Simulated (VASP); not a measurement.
Given:

```
Ta2As
1.0
    4.24406     0.00000     0.00000
   -2.12203     3.67547     0.00000
    0.00000     0.00000     5.20014
As Ta
2 4
Cartesian
  0.00000   2.45031   1.30004
  2.12203   1.22515   3.90011
  0.00000   0.00000   0.00000
  0.00000   0.00000   2.60007
  0.00000   2.45031   3.90011
  2.12203   1.22515   1.30004
```

These are PBE GGA, VASP's PBE PAW potentials (set 64) (plane waves; VASP) values and carry that method's errors. Numerical set-up: 300 eV cut-off, 4×4×3 Γ-centred mesh, Gaussian smearing of 0.10 eV, potentials As Ta_pv.

At this cut-off the stress carries a Pulay error, which pulls relaxed volumes low. Unless said otherwise, spin-orbit coupling is left out, though it shifts the bands of the heavy elements here.

Problem. Predict the energy per atom (σ→0), pressure, band gap (on the k-mesh) with the smallest direct gap where there is one.

Solution. 
- band gap (on the k-mesh): none (metal, semimetal or under 0.01 eV)
- energy per atom (σ→0): -8.676 eV/atom
- pressure: 71.96 GPa

Total energies compare only between runs with the same potentials, cut-off and functional.

The structure was generated: Ta2As was put into an ordered model structure, which need not be its known phase. The cell was not relaxed at this level. The k-mesh is coarse (spacing up to 0.43 per Å, 2π included), so the numbers may not be converged in it.
